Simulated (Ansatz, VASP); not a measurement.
## PbO (Litharge) in two plane-wave programs

One calculation is typed for both programs; each brings its own data sets. How far apart do they land? The cell is taken from a series of runs on this material, whose earlier steps may have relaxed, scaled, displaced or heated it; both programs get it as it stands.

Calculated with Ansatz 0.2.0; plane waves, with VASP 6.6.1 beside it; relaxation of cell and atoms at PBEsol.

## Step 1: The structure

Symmetry: P4/nmm, No. 129, tetragonal system. Conventional cell: a = 3.978 Å, b = 3.978 Å, c = 5.026 Å, α = 90.00°, β = 90.00°, γ = 90.00°. Nearest to Pb lie 4 O at 2.31 Å. O has 4 Pb at 2.31 Å nearest. Farther neighbours and most contacts between anions are not listed.

Structure file:

```cif
data_structure
_symmetry_space_group_name_H-M 'P 1'
_symmetry_Int_Tables_number 1
_cell_length_a 3.9777
_cell_length_b 3.9777
_cell_length_c 5.0259
_cell_angle_alpha 90.000
_cell_angle_beta 90.000
_cell_angle_gamma 90.000
_cell_volume 79.52
loop_
_atom_site_label
_atom_site_type_symbol
_atom_site_fract_x
_atom_site_fract_y
_atom_site_fract_z
_atom_site_occupancy
Pb1 Pb 0.00000 0.50000 0.76550 1
Pb2 Pb 0.50000 0.00000 0.23450 1
O3 O 0.50000 0.50000 0.00000 1
O4 O 0.00000 0.00000 0.00000 1
```

## Step 2: VASP: relaxation of cell and atoms, PBEsol

The relaxed volume is the usual yardstick between codes: in a stiff, nearly cubic crystal its relative difference is about their pressure difference at one cell divided by the bulk modulus.

Lines of VASP's logs that name or quote its potential files are left out, and so is its time.

INCAR reads:

```
SYSTEM = PbO
PREC = Accurate
ENCUT = 600
EDIFF = 1E-07
NELM = 120
ISMEAR = 0
SIGMA = 0.02
LREAL = .FALSE.
ALGO = Normal
GGA = PS
NBANDS = 26
LORBIT = 11
LWAVE = .FALSE.
LCHARG = .FALSE.
ISIF = 3
IBRION = 2
NSW = 80
EDIFFG = -0.005
LASPH = .TRUE.
GGA_COMPAT = .FALSE.
NELMIN = 4
EFERMI = MIDGAP
```

POSCAR reads:

```
PbO
1.0
    3.9776880000      0.0000000000      0.0000000000
    0.0000000000      3.9776880000      0.0000000000
    0.0000000000      0.0000000000      5.0259000000
Pb O
2 2
Direct
    0.0000000000      0.5000000000      0.7654999105
    0.5000000000      0.0000000000      0.2345000895
    0.5000000000      0.5000000000      0.0000000000
    0.0000000000      0.0000000000      0.0000000000
```

KPOINTS reads:

```
Automatic mesh
0
Gamma
6 6 6
0 0 0
```

Potentials, in the order of the species: Pb_d and O (PBE family, release 64).

Started as:

```
> mpirun -np 1 vasp_std
```

Numbers of over 12 decimals in the logs are rounded to 6 here.

The log of the run:

```text
[banner, memory and clock lines left out]
running    1 mpi-ranks, on    1 nodes
 distrk:  each k-point on    1 cores,    1 groups
 distr:  one band on    1 cores,    1 groups

 POSCAR found type information on POSCAR PbO
 POSCAR found :  2 types and       4 ions
|                                                                             |
|               ----> ADVICE to this user running VASP <----                  |
|                                                                             |
|     You enforced a specific xc type in the INCAR file but a different       |
|     [... a line on the potential file left out ...]
|     I HOPE YOU KNOW WHAT YOU ARE DOING!                                     |
|                                                                             |

 LDA part: xc-table for (Slater+PW92), standard interpolation
 POSCAR, INCAR and KPOINTS ok, starting setup
 FFT: planning ... GRIDC
 FFT: planning ... GRID_SOFT
 FFT: planning ... GRID
 WAVECAR not read
 entering main loop
       N       E                     dE             d eps       ncg     rms          rms(c)
DAV:   1     0.478408573475E+03    0.47841E+03   -0.21665E+04  2080   0.201E+03
DAV:   2     0.396543333456E+02   -0.43875E+03   -0.42596E+03  2130   0.494E+02
DAV:   3    -0.240025442637E+02   -0.63657E+02   -0.61839E+02  2710   0.196E+02
DAV:   4    -0.268766063936E+02   -0.28741E+01   -0.28609E+01  2460   0.433E+01
DAV:   5    -0.269564720645E+02   -0.79866E-01   -0.79792E-01  2574   0.775E+00    0.114E+01
DAV:   6    -0.230784782128E+02    0.38780E+01   -0.23174E+01  3098   0.406E+01    0.514E+00
DAV:   7    -0.229200236673E+02    0.15845E+00   -0.26258E+00  2614   0.121E+01    0.245E+00
DAV:   8    -0.228956654248E+02    0.24358E-01   -0.63323E-01  2486   0.548E+00    0.109E+00
DAV:   9    -0.228741772055E+02    0.21488E-01   -0.96941E-02  3276   0.271E+00    0.252E-01
DAV:  10    -0.228755469608E+02   -0.13698E-02   -0.13863E-02  2488   0.787E-01    0.772E-02
DAV:  11    -0.228754238489E+02    0.12311E-03   -0.18773E-03  3526   0.367E-01    0.661E-02
DAV:  12    -0.228753759399E+02    0.47909E-04   -0.21310E-04  3042   0.155E-01    0.311E-02
DAV:  13    -0.228753688816E+02    0.70582E-05   -0.10462E-04  2700   0.743E-02    0.121E-02
DAV:  14    -0.228753664251E+02    0.24566E-05   -0.17475E-05  3196   0.473E-02    0.261E-03
DAV:  15    -0.228753660290E+02    0.39604E-06   -0.13948E-06  2914   0.125E-02    0.731E-04
DAV:  16    -0.228753660690E+02   -0.39966E-07   -0.57551E-08  1360   0.230E-03
   1 F= -.22875366E+02 E0= -.22875366E+02  d E =-.228754E+02
[...]
2 F= -.22875243E+02 E0= -.22875243E+02  d E =0.123485E-03
[...]
3 F= -.22878067E+02 E0= -.22878067E+02  d E =-.270104E-02
 curvature:  -0.25 expect dE=-0.140E-05 dE for cont linesearch -0.930E-07
 ZBRENT: interpolating
 opt :   0.4828  next Energy=   -22.878067 (dE=-0.270E-02)
 bond charge predicted
       N       E                     dE             d eps       ncg     rms          rms(c)
DAV:   1    -0.228780772987E+02   -0.10189E-04   -0.43650E-04  2634   0.299E-01    0.212E-02
DAV:   2    -0.228780678489E+02    0.94498E-05   -0.53330E-05  3190   0.688E-02    0.642E-03
DAV:   3    -0.228780664781E+02    0.13708E-05   -0.46596E-06  2792   0.377E-02    0.274E-03
DAV:   4    -0.228780664819E+02   -0.37289E-08   -0.13773E-06  2662   0.164E-02    0.724E-04
DAV:   5    -0.228780666007E+02   -0.11883E-06   -0.75125E-08  1078   0.325E-03    0.304E-04
DAV:   6    -0.228780667177E+02   -0.11702E-06   -0.38589E-08  1076   0.356E-03    0.185E-04
DAV:   7    -0.228780667495E+02   -0.31760E-07   -0.20284E-08  1076   0.265E-03
   4 F= -.22878067E+02 E0= -.22878067E+02  d E =-.270068E-02
 curvature:  -0.24 expect dE=-0.149E-05 dE for cont linesearch -0.395E-06
 trial: gam=-0.01158 g(F)=  0.128E-05 g(S)=  0.479E-05 ort = 0.133E-03 (trialstep = 0.897E+00)
 search vector abs. value=  0.447E-05
 reached required accuracy - stopping structural energy minimisation
```

OUTCAR, selected parts (step 2):

```text
ion  position               nearest neighbor table
   1  0.000  0.500  0.765-   3 2.31   4 2.31   4 2.31   3 2.31   2 3.67   2 3.67   2 3.67   2 3.67
                             2 3.88   2 3.88   2 3.88   2 3.88
   2  0.500  0.000  0.235-   3 2.31   4 2.31   3 2.31   4 2.31   1 3.67   1 3.67   1 3.67   1 3.67
                             1 3.88   1 3.88   1 3.88   1 3.88
   3  0.500  0.500  0.000-   1 2.31   2 2.31   2 2.31   1 2.31
   4  0.000  0.000  0.000-   1 2.31   2 2.31   1 2.31   2 2.31

  LATTYP: Found a simple tetragonal cell.
 ALAT       =     3.9776880000
 C/A-ratio  =     1.2635229309

 Subroutine GETGRP returns: Found 16 space group operations
 (whereof  8 operations were pure point group operations)

The static configuration has the point symmetry D_2d.
 The point group associated with its full space group is D_4h.

 Found     40 irreducible k-points:

   k-points           NKPTS =     40   k-points in BZ     NKDIM =     40   number of bands    NBANDS=     26

   dimension x,y,z NGX =    32 NGY =   32 NGZ =   40
   dimension x,y,z NGXF=    64 NGYF=   64 NGZF=   80

   ENCUT  =  600.0 eV  44.10 Ry    6.64 a.u.   7.94  7.94 10.04*2*pi/ulx,y,z

   NELECT =      40.0000    total number of electrons

 k-points in reciprocal lattice and weights: Automatic mesh
   0.00000000  0.00000000  0.00000000       0.005
   0.16666667  0.00000000  0.00000000       0.019
   0.33333333  0.00000000  0.00000000       0.019
   0.50000000  0.00000000  0.00000000       0.009
   0.16666667  0.16666667  0.00000000       0.019
   0.33333333  0.16666667  0.00000000       0.037
   0.50000000  0.16666667  0.00000000       0.019
   0.33333333  0.33333333  0.00000000       0.019
   0.50000000  0.33333333  0.00000000       0.019
[...]
0.50000000  0.33333333  0.50000000       0.019
   0.50000000  0.50000000  0.50000000       0.005

 average (electrostatic) potential at core
       1 -91.1526       2 -91.1526       3 -69.4746       4 -69.4746

 E-fermi :   5.4617

 k-point     1 :       0.0000    0.0000    0.0000
  band No.  band energies     occupation
    ...
     16       0.5897      2.00000
     17       3.1868      2.00000
     18       3.2160      2.00000
     19       3.2160      2.00000
     20       4.8562      2.00000
     21       7.1485      0.00000
     22      10.2154      0.00000
     23      10.5085      0.00000
     24      10.5085      0.00000
     25      11.4000      0.00000
    ...

 k-point     2 :       0.1667    0.0000    0.0000
  band No.  band energies     occupation
    ...
     16       0.7567      2.00000
     17       2.6572      2.00000
     18       3.0279      2.00000
     19       3.1342      2.00000
     20       4.8504      2.00000
     21       7.8523      0.00000
     22       9.0072      0.00000
     23      10.5942      0.00000
     24      10.6522      0.00000
     25      10.7727      0.00000
    ...

 k-point     3 :       0.3333    0.0000    0.0000
  band No.  band energies     occupation
    ...
     16       1.2172      2.00000
     17       2.2253      2.00000
     18       2.5247      2.00000
     19       2.7731      2.00000
     20       4.2884      2.00000
     21       8.1311      0.00000
     22       8.4979      0.00000
     23      10.4103      0.00000
     24      11.0495      0.00000
     25      11.4068      0.00000
    ...

  Total        0.0110368      0.0110368      0.0124057      0.0000000      0.0000000      0.0000000
  in kB        0.2205606      0.2205606      0.2479166      0.0000000      0.0000000      0.0000000
  external PRESSURE =       0.2296793 kB  Pullay stress =       0.0000000 kB

  energy-cutoff  :      600.00
  volume of cell :       80.17
      direct lattice vectors                 reciprocal lattice vectors
     3.988674369  0.000000000  0.000000000     0.250709862  0.000000000  0.000000000
     0.000000000  3.988674369  0.000000000     0.000000000  0.250709862  0.000000000
     0.000000000  0.000000000  5.039291293     0.000000000 -0.000000000  0.198440602

 POSITION                                       TOTAL-FORCE (eV/Angst)
 -----------------------------------------------------------------------------------
      0.00000      1.99434      3.85344         0.000000      0.000000      0.003646
      1.99434      0.00000      1.18585        -0.000000      0.000000     -0.003646
      1.99434      1.99434      0.00000         0.000000      0.000000      0.000000
      0.00000      0.00000      0.00000         0.000000     -0.000000      0.000000
 -----------------------------------------------------------------------------------
    total drift:                                0.000000     -0.000000      0.000000

  FREE ENERGIE OF THE ION-ELECTRON SYSTEM (eV)
  ---------------------------------------------------
  free  energy   TOTEN  =       -22.8780667495 eV

  energy  without entropy=      -22.8780667495  energy(sigma->0) =      -22.87806675

 reached required accuracy - stopping structural energy minimisation

 total charge
# of ion       s       p       d       tot
------------------------------------------
    1        1.366   0.628   9.878  11.872
    2        1.366   0.628   9.878  11.872
    3        1.571   3.373   0.000   4.944
    4        1.571   3.373   0.000   4.944
--------------------------------------------------
tot          5.874   8.003  19.756  33.632

[... 3 further parts left out ...]
```

CONTCAR:

```
PbO
   1.00000000000000
     3.9886743687809907    0.0000000000000000    0.0000000000000000
     0.0000000000000000    3.9886743687809907    0.0000000000000000
     0.0000000000000000    0.0000000000000000    5.0392912931485725
  Pb              O
     2     2
Direct
     0.0000000000000000    0.5000000000000000    0.7646791645005361
     0.5000000000000000    0.0000000000000000    0.2353208354994639
     0.5000000000000000    0.5000000000000000    0.0000000000000000
     0.0000000000000000    0.0000000000000000    0.0000000000000000
```

## Step 3: Ansatz: relaxation of cell and atoms, PBEsol

Ansatz runs on its default PAW (the set named soft_2) files.

The same cell, functional, mesh and smearing now go to Ansatz.

input.yaml reads:

```yaml
crystal:
  lattice:
    - [3.9776877762, 0.0, 0.0]
    - [0.0, 3.9776877762, 0.0]
    - [0.0, 0.0, 5.0259]
  atoms:
    - { symbol: Pb, position: [0.0, 0.5, 0.7655] }
    - { symbol: Pb, position: [0.5, 0.0, 0.2345] }
    - { symbol: O, position: [0.5, 0.5, 0.0] }
    - { symbol: O, position: [0.0, 0.0, 0.0] }
kpoints:
  mp_grid: { grid: [6, 6, 6] }
hamiltonian:
  xc: pbesol
scf:
  occupations: { method: gaussian, width: 0.02 }
output:
  forces: true
  stress: true
  eigenvalues: true
basis:
  ecutwfc: 420.0
relax:
  adjacent_minimum: "off"
  f_tol: 0.005
  max_steps: 60
  cell: { stress_tol: 0.03 }
```

Started as:

```
> ansatz run input.yaml --threads 4 --pin off --max-ram 8192MiB --backend cpu --events-out ev --progress --plain --runs-dir out
```

The log of the run:

```text
Engine: ansatz 0.2.0, x86_64-unknown-linux-gnu
Pseudopotentials: kind: paw
Pseudopotential: Pb, paw, valence charge 14, recommended cutoff 420 eV (normal), Pb.paw.azcp
Pseudopotential: O, paw, valence charge 6, recommended cutoff 420 eV (normal), O.paw.azcp
Functional definition: PBEsol
  exchange = pbesol_x
  correlation = pbesol_c
Crystal: 4 atoms, lattice volume = 79.520 Å³
Basis set: ecut = 420 eV, 1577 PW (Γ), exchange–correlation on 54×54×72 points (8 copies of the dense FFT grid, shifted against one another)
Bands: 24, of which v1, the nominal top of the filled ones, is band 20 counted from 1 (19 counted from 0)
Symmetry: 16 space group operations
Space group: P4/nmm (ITA 129), of the structure as read, at distance tolerance 4.3e-5 Å
k-points: 40 of 216
Non-local potential: Pb, projectors of the file, l = 0: 2, l = 1: 2, l = 2: 2, l = 3: 2
Non-local potential: O, projectors of the file, l = 0: 2, l = 1: 2, l = 2: 1
PAW form: soft (Blöchl's): semilocal exchange-correlation on the pseudo side does not see the compensation charge
PAW frozen core: Pb, regenerated for the run's functional, and the local potential with it (the file was generated under x = pbe(κ = 0.804, μ = 0.219515), c = pbe(β = 0.066725))
PAW frozen core: O, regenerated for the run's functional, and the local potential with it (the file was generated under x = pbe(κ = 0.804, μ = 0.219515), c = pbe(β = 0.066725))
PAW one-centre angular grid: Pb, 590 points (default); XC on 64 Gauss nodes
PAW one-centre angular grid: O, 110 points (default); XC on 64 Gauss nodes
Initial density: superposition of atomic densities (neutral atoms: chi_scale 0, normalization atom), corrected by the library's trained network
Initial wavefunctions: pseudopotential atomic-orbital guess
Functional: x = pbesol(κ = 0.804, μ = 0.123457), c = pbesol(β = 0.046)
SCF iter   1: F=—  HF=-24630.932248 eV  |F-HF|=—  |Δ(HF+E_count)|=         —  Δρ=1.31e-2  dr2=1.32e-1  ethr=1.77e-3  ⟨swp⟩=6.2  Hψ=4408  notcnv=0
preconditioner: auto → Resta (q_TF=auto, 2.433 Å⁻¹)  ε∞=4.0  [insulator: Δε(μ)=1.067 eV  Ē_g=15.235 eV  σ=0.020 eV  W_gap=1.00  n_scr=18 (ndim 8)  ℏωp=26.3 eV  f_vac=0.038  D(μ)=0.00/eV (n_scr^D=0)  ε∞_Penn≈4.0]
SCF iter   2: F=—  HF=-24630.911618 eV  |F-HF|=—  |Δ(HF+E_count)|=   2.06e-2  Δρ=5.62e-3  dr2=2.18e-2  ethr=3.30e-4  ⟨swp⟩=2.5  Hψ=1701  notcnv=0
SCF iter   3: F=—  HF=-24630.907159 eV  |F-HF|=—  |Δ(HF+E_count)|=   4.46e-3  Δρ=9.21e-4  dr2=5.24e-4  ethr=5.44e-5  ⟨swp⟩=2.1  Hψ=1368  notcnv=0
SCF iter   4: F=—  HF=-24630.907151 eV  |F-HF|=—  |Δ(HF+E_count)|=   7.87e-6  Δρ=2.35e-4  dr2=4.93e-5  ethr=1.31e-6  ⟨swp⟩=2.0  Hψ=1687  notcnv=0
SCF iter   5: F=—  HF=-24630.907138 eV  |F-HF|=—  |Δ(HF+E_count)|=   1.31e-5  Δρ=5.15e-5  dr2=3.14e-6  ethr=1.23e-7  ⟨swp⟩=2.0  Hψ=1248  notcnv=0
SCF iter   6: F=—  HF=-24630.907139 eV  |F-HF|=—  |Δ(HF+E_count)|=   1.04e-6  Δρ=2.12e-5  dr2=5.60e-7  ethr=7.86e-9  ⟨swp⟩=2.4  Hψ=1364  notcnv=0
SCF iter   7: F=-24630.907139 eV  HF=-24630.907139 eV  |F-HF|=4.25e-9  |Δ(HF+E_count)|=   1.71e-7  Δρ=3.10e-6  dr2=6.98e-9  ethr=2.50e-10  ⟨swp⟩=7.3  Hψ=4657  notcnv=0
SCF 1 converged in 7 iterations: F = -24630.907139 eV  dr2 = 6.98e-9
  greatest PAW one-centre occupation: 0.983 electrons in one spin orbital (limit 2), on the Pb atom at site 1 (counted from 0), in its partial waves of l = 2
relax step   1: F+E_penalty+E_count = -24630.90713916 eV  Δ(F+E_penalty+E_count) = +0.000e0 eV  max|allowed force component| = 1.335e-1 eV/Å  Δτ_max = 0.0000 Å  P = +0.877 GPa  Ω = 79.520 Å³  (7 SCF iters, dr2 threshold 1.00e-7 eV, accepted)
[...]
relax step   6: F+E_penalty+E_count = -24630.90904913 eV  Δ(F+E_penalty+E_count) = +3.570e-4 eV  max|allowed force component| = 5.061e-4 eV/Å  Δτ_max = 0.0028 Å  P = +0.007 GPa  Ω = 80.750 Å³  energy of the carried Pulay correction = -4.327e-4 eV  (5 SCF iters, dr2 threshold 1.70e-8 eV, accepted)
[...]
relax step   7: F+E_penalty+E_count = -24630.90890804 eV  Δ(F+E_penalty+E_count) = +1.411e-4 eV  max|allowed force component| = 1.273e-5 eV/Å  Δτ_max = 0.0010 Å  P = +0.000 GPa  Ω = 80.820 Å³  energy of the carried Pulay correction = -5.791e-4 eV  (7 SCF iters, accepted)
[...]
relax step   8: F+E_penalty+E_count = -24630.90950732 eV  Δ(F+E_penalty+E_count) = -5.993e-4 eV  max|allowed force component| = 6.016e-5 eV/Å  Δτ_max = 0.0000 Å  P = +0.006 GPa  Ω = 80.820 Å³  stress off target by 1.89e-2 GPa  SCF on the basis re-selected at this cell (its energy is not comparable with the rows above)  (6 SCF iters)
basis re-selected at this cell: Δ(F+E_penalty+E_count) = -5.993e-4 eV, ΔP = +0.006 GPa vs the last step (what re-selecting the basis moved, of the pressure what is left beyond the Pulay correction that the steps carried, after the strain that the cell walked since its last selection, with what the two solves' SCF thresholds leave and, on support functions, any second-order correction that the steps lacked; it is no m [...]
SCF converged after 6 iterations
Free energy (F): -24630.909507 eV
Harris-Foulkes:  -24630.909507 eV  (|F-HF|=1.82e-11)
Internal energy: -24630.909507 eV  (E = F + TS)
E sigma→0 (E₀):  -24630.909507 eV
Fermi energy:    8.765265 eV
--- Per-component energies (eV) ---
  E_band       = -116.973820
  E_kinetic    = 926.518245
  E_local      = -3178.975574  (includes V_loc(G=0)·N_el)
  E_nonlocal   = 802.939039
  E_hartree    = 1264.063185
  E_xc         = -582.734224
  E_vxc        = -451.243620  (∫ρ·V_xc dr)
  E_paw        = -20817.564457  (= ΣΔE_a)
  E_vpaw       = -744.343011  (= ΣTr[D̂ρ^β])
  E_aug_tail   = 0.004815  (compensation charges beyond the density's cutoff)
  E_ewald      = -3045.355345
  E_core_change = 0.194809  (= ΣΔE_core)
  E_smearing   = -0.000000  (= −TS)
  E_closure    = -0.000000  (closes the sum)
  Σ components = -24630.909507   (vs F -24630.909507, Δ=0.00e0)
--- Forces (eV/Å), atoms counted from 1 ---
  atom   1  Pb    -0.00000000     0.00000000     0.00006016
  atom   2  Pb     0.00000000     0.00000000    -0.00006016
  atom   3  O      0.00000000     0.00000000    -0.00000000
  atom   4  O     -0.00000000     0.00000000     0.00000000
  max |Σ_I F_I| component: 0.00e0 eV/Å
--- Stress (GPa, compression-positive) ---
        0.000028       0.000000      -0.000000
        0.000000       0.000028      -0.000000
       -0.000000      -0.000000       0.018871
  P = ⅓ Tr σ = 0.0063 GPa (0.063 kbar)
--- Band table (eV; the first three rows and the last of 40) ---
  k-point 0: bands = [... 16 lower, 6.4581, 6.4850, 6.4850, 8.1418, 10.3971, 13.4055, 13.8265, 13.8265]
  k-point 1: bands = [... 16 lower, 6.4494, 6.4794, 6.4794, 7.9916, 10.2026, 13.1296, 13.1296, 13.3046]
  k-point 2: bands = [... 16 lower, 6.4306, 6.4661, 6.4661, 7.5402, 10.0173, 12.4496, 12.4496, 12.7131]
  k-point 39: bands = [... 16 lower, 5.9584, 5.9584, 7.1162, 7.1162, 11.6072, 11.6072, 12.7237, 12.7237]
--- Relaxed structure (6 steps of the walk, 6 accepted, 2 SCFs on fresh bases) ---
  F+E_penalty+E_count = -24630.90950732 eV   max|allowed force component| = 6.016e-5 eV/Å   (the final SCF, on the basis selected at the relaxed cell)
  cell:  # Å, volume = 80.8196 Å³
    - [3.987640, 0, 0.0]
    - [0, 3.987640, 0.0]
    - [0.0, 0.0, 5.082590]
  atoms:
    - { symbol: Pb, position: [0, 0.5, 0.766953] }
    - { symbol: Pb, position: [0.5, 0, 0.233047] }
    - { symbol: O, position: [0.5, 0.5, 0] }
    - { symbol: O, position: [0, 0, 0] }
```

The column dr2 measures how far the density is from self-consistency, as an energy; F and HF (Harris–Foulkes) agree once it is small.

## Step 4: Comparison

Known differences besides the potentials themselves: the cutoff is 420 eV in Ansatz and 600 eV in VASP; Ansatz makes its cores anew for this functional, VASP keeps those of its PBE data sets; Ansatz adds a Pulay correction to the stress that steers its cell, VASP none. Total energies have different zeros and are not compared.

Both answers:

| quantity | Ansatz | VASP | difference |
| --- | --- | --- | --- |
| volume (Å³) | 80.82 | 80.17 | +0.81 % |
| edge a after relaxation, in the typed setting (Å) | 3.988 | 3.989 | -0.03 % |
| edge c after relaxation, in the typed setting (Å) | 5.083 | 5.039 | +0.86 % |

## Step 5: Results

| Quantity | Value |
| --- | --- |
| difference in edge c after relaxation, in the typed setting (relaxation of cell and atoms, PBEsol) | 0.86 % |

In words: The difference in edge c after relaxation, in the typed setting is 0.86 % (relaxation of cell and atoms, PBEsol), within the 1.2 % picked in this series as the mark of a large difference, as far as the stopping tolerances let one tell. Such differences can come from data sets, numerical settings and the points named under the comparisons, not from the functional's error against experiment.

[Lines on the potential files, build, host, timing and source positions are cut from VASP's logs without a mark.]

[Logs are printed without paths, hosts, clocks, repeated set-up lines and the standing remarks that a program may print on its own settings, such as how far it seeks lower states.]

[Hosts, paths, dates, database ids (printed as entryN), source tags and the programs' standing remarks are cut or masked in the printed files.]
